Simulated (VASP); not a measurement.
Method: PBE GGA with D3 dispersion (zero damping), VASP's PBE PAW potentials (set 64) (plane waves; VASP).

The input files of a VASP run:

INCAR:
```
SYSTEM = SiO2
PREC = Accurate
ENCUT = 520
EDIFF = 1E-7
NELM = 100
ALGO = Normal
LREAL = .FALSE.
LASPH = .TRUE.
ISMEAR = 0
SIGMA = 0.05
GGA = PE
IVDW = 11
LWAVE = .FALSE.
LCHARG = .FALSE.
LORBIT = 11
ICHARG = 11
```

### POSCAR
```
SiO2
1
    4.2159759893     0.0000000000     0.0000000000
   -0.0000000000     4.2159759893     0.0000000000
    0.0000000000     0.0000000000     2.6877998844
Si O
2 4
Direct
  1.0000000000   1.0000000000   0.0000000000
  0.5000000000   0.5000000000   0.5000000000
  0.3062692904   0.3062692904   0.0000000000
  0.8062692904   0.1937307096   0.5000000000
  0.1937307096   0.8062692904   0.5000000000
  0.6937307096   0.6937307096   1.0000000000
```

File KPOINTS:
```
k-points along high-symmetry lines
10
Line-mode
Reciprocal
  0.000000   0.000000   0.000000 ! GAMMA
  0.000000   0.500000   0.000000 ! X

  0.000000   0.500000   0.000000 ! X
  0.500000   0.500000   0.000000 ! M

  0.500000   0.500000   0.000000 ! M
  0.000000   0.000000   0.000000 ! GAMMA

  0.000000   0.000000   0.000000 ! GAMMA
  0.000000   0.000000   0.500000 ! Z

  0.000000   0.000000   0.500000 ! Z
  0.000000   0.500000   0.500000 ! R

  0.000000   0.500000   0.500000 ! R
  0.500000   0.500000   0.500000 ! A

  0.500000   0.500000   0.500000 ! A
  0.000000   0.000000   0.500000 ! Z

  0.000000   0.500000   0.000000 ! X
  0.000000   0.500000   0.500000 ! R

  0.500000   0.500000   0.000000 ! M
  0.500000   0.500000   0.500000 ! A
```

POTCAR, in this order: Si O (PBE.64 set). Program: vasp_std. Read from the step before: CHGCAR.

Output

OUTCAR:
```
 ion  position               nearest neighbor table
   1  0.000  0.000  0.000-   4 1.77   5 1.77   4 1.77   5 1.77   3 1.83   6 1.83
   2  0.500  0.500  0.500-   3 1.77   6 1.77   3 1.77   6 1.77   5 1.83   4 1.83
   3  0.306  0.306  0.000-   2 1.77   2 1.77   1 1.83
   4  0.806  0.194  0.500-   1 1.77   1 1.77   2 1.83
   5  0.194  0.806  0.500-   1 1.77   1 1.77   2 1.83
   6  0.694  0.694  0.000-   2 1.77   2 1.77   1 1.83
  LATTYP: Found a simple tetragonal cell.
 ALAT       =     4.2159759893
 C/A-ratio  =     0.6375273226
 Subroutine PRICEL returns:
 Original cell was already a primitive cell.
 Subroutine GETGRP returns: Found 16 space group operations
The static configuration has the point symmetry D_2h.
 The point group associated with its full space group is D_4h.
The dynamic configuration has the point symmetry D_2h.
 Subroutine INISYM returns: Found 16 space group operations
   k-points           NKPTS =     90   k-points in BZ     NKDIM =     90   number of bands    NBANDS=     20
   number of dos      NEDOS =    301   number of ions     NIONS =      6
   total plane-waves  NPLWV =  20480
   dimension x,y,z NGX =    32 NGY =   32 NGZ =   20
   dimension x,y,z NGXF=    64 NGYF=   64 NGZF=   40
   ions per type =               2   4
   PREC   = accura    normal or accurate (medium, high low for compatibility)
   ISTART =      0    job   : 0-new  1-cont  2-samecut
   ICHARG =     11    charge: 1-file 2-atom 10-const
   ISPIN  =      1    spin polarized calculation?
   LNONCOLLINEAR =      F non collinear calculations
   LSORBIT =      F    spin-orbit coupling
   INIWAV =      1    electr: 0-lowe 1-rand  2-diag
   ENCUT  =  520.0 eV  38.22 Ry    6.18 a.u.   7.84  7.84  5.00*2*pi/ulx,y,z
   NELM   =    100;   NELMIN=  2; NELMDL= -5     # of ELM steps
   EDIFF  = 0.1E-06   stopping-criterion for ELM
   LREAL  =      F    real-space projection
   NLSPLINE    = F    spline interpolate recip. space projectors
   LMAXMIX     =    2 max onsite mixed and CHGCAR
   VOSKOWN=      0    Vosko Wilk Nusair interpolation
   EDIFFG = 0.1E-05   stopping-criterion for IOM
   NSW    =      0    number of steps for IOM
   NBLOCK =      1;   KBLOCK =      1    inner block; outer block
   IBRION =     -1    ionic relax: 0-MD 1-quasi-New 2-CG
   NFREE  =      0    steps in history (QN), initial steepest desc. (CG)
   ISIF   =      2    stress and relaxation
   ISYM   =      2    0-nonsym 1-usesym 2-fastsym
   TEIN   =    0.0    initial temperature
   TEBEG  =    0.0;   TEEND  =   0.0 temperature during run
   SMASS  =  -3.00    Nose mass-parameter (am)
   PSTRESS=    0.0 pullay stress
   NELECT =      32.0000    total number of electrons
   EFERMI =   0.00;   METHOD = LEGACY
   ISMEAR =     0;   SIGMA  =   0.05  broadening in eV -4-tet -1-fermi 0-gaus
   IALGO  =     38    algorithm
   LDIAG  =      T    sub-space diagonalisation (order eigenvalues)
   IMIX   =      4    mixing-type and parameters
     AMIX     =   0.40;   BMIX     =  1.00
     AMIX_MAG =   1.60;   BMIX_MAG =  1.00
     AMIN     =   0.10
   GGA     = PE    functional components
   VOSKOWN =     0    Vosko Wilk Nusair interpolation
   LHFCALC =     F    Hartree Fock is set to
   LHFONE  =     F    Hartree Fock one center treatment
   AEXX    =    0.0000 exact exchange contribution
   IVDW    =    11    specifies the selected vdW correction
   LEPSILON=     F    determine dielectric tensor
   LRPA    =     F    only Hartree local field effects (RPA)
  energy-cutoff  :      520.00
  volume of cell :       47.77
      direct lattice vectors                 reciprocal lattice vectors
     4.215975989  0.000000000  0.000000000     0.237193002  0.000000000  0.000000000
     0.000000000  4.215975989  0.000000000     0.000000000  0.237193002  0.000000000
     0.000000000  0.000000000  2.687799884     0.000000000  0.000000000  0.372051508
 k-point     1 :   0.0000 0.0000 0.0000  plane waves:    1265
 k-point     2 :   0.0000 0.0556 0.0000  plane waves:    1269
 k-point     3 :   0.0000 0.1111 0.0000  plane waves:    1273
 k-point     4 :   0.0000 0.1667 0.0000  plane waves:    1262
...
```

**OSZICAR**
```
       N       E                     dE             d eps       ncg     rms          rms(c)
DAV:   1     0.163310028133E+03    0.16331E+03   -0.17866E+04  3600   0.153E+03
DAV:   2    -0.382869924312E+02   -0.20160E+03   -0.19214E+03  4876   0.313E+02
DAV:   3    -0.456674003504E+02   -0.73804E+01   -0.73354E+01  4312   0.627E+01
DAV:   4    -0.457395638947E+02   -0.72164E-01   -0.72021E-01  4260   0.689E+00
DAV:   5    -0.457405862753E+02   -0.10224E-02   -0.10222E-02  4160   0.750E-01
DAV:   6    -0.457406107960E+02   -0.24521E-04   -0.24519E-04  4256   0.101E-01
DAV:   7    -0.457406116127E+02   -0.81675E-06   -0.81656E-06  4160   0.160E-02
DAV:   8    -0.457406116477E+02   -0.34933E-07   -0.34356E-07  3324   0.259E-03
   1 F= -.46649178E+02 E0= -.46649178E+02  d E =-.204321E-10
```

**OUTCAR**
```
 val. band max:        7.8889288098   @ k =   0.0000   0.0000   0.0000

 cond. band min:      13.0532050245   @ k =   0.0000   0.0000   0.0000



 k-point     1 :       0.0000    0.0000    0.0000
  band No.  band energies     occupation
      1     -14.4284      2.00000
      2     -10.9218      2.00000
      3     -10.9218      2.00000
      4     -10.7123      2.00000
      5      -2.8300      2.00000
      6       1.5919      2.00000
      7       1.5919      2.00000
      8       1.8591      2.00000
      9       2.6045      2.00000
     10       2.8994      2.00000
     11       4.8247      2.00000
     12       4.8247      2.00000
     13       5.3885      2.00000
     14       7.0267      2.00000
     15       7.0267      2.00000
     16       7.8889      2.00000
     17      13.0532      0.00000
     18      14.5002      0.00000
     19      16.1981      0.00000
     20      16.1981      0.00000

 k-point     2 :       0.0000    0.0556    0.0000
  band No.  band energies     occupation
      1     -14.4127      2.00000
      2     -11.0624      2.00000
      3     -10.9139      2.00000
      4     -10.6059      2.00000
      5      -2.8072      2.00000
      6       1.4767      2.00000
      7       1.5832      2.00000
      8       1.9316      2.00000
      9       2.6165      2.00000
     10       2.9967      2.00000
     11       4.7902      2.00000
     12       4.8315      2.00000
     13       5.3991      2.00000
     14       6.9551      2.00000
     15       7.0212      2.00000
     16       7.8650      2.00000
     17      13.1090      0.00000
     18      14.5265      0.00000
     19      16.2018      0.00000
     20      16.2069      0.00000

 k-point     3 :       0.0000    0.1111    0.0000
  band No.  band energies     occupation
      1     -14.3656      2.00000
      2     -11.2980      2.00000
      3     -10.8902      2.00000
      4     -10.4703      2.00000
      5      -2.7399      2.00000
      6       1.2018      2.00000
...
```

The density is held fixed in this step, so its total energy and stress have no physical meaning.

The compound is SiO2 in the rutile structure, stishovite, a high-pressure form. It was relaxed first.
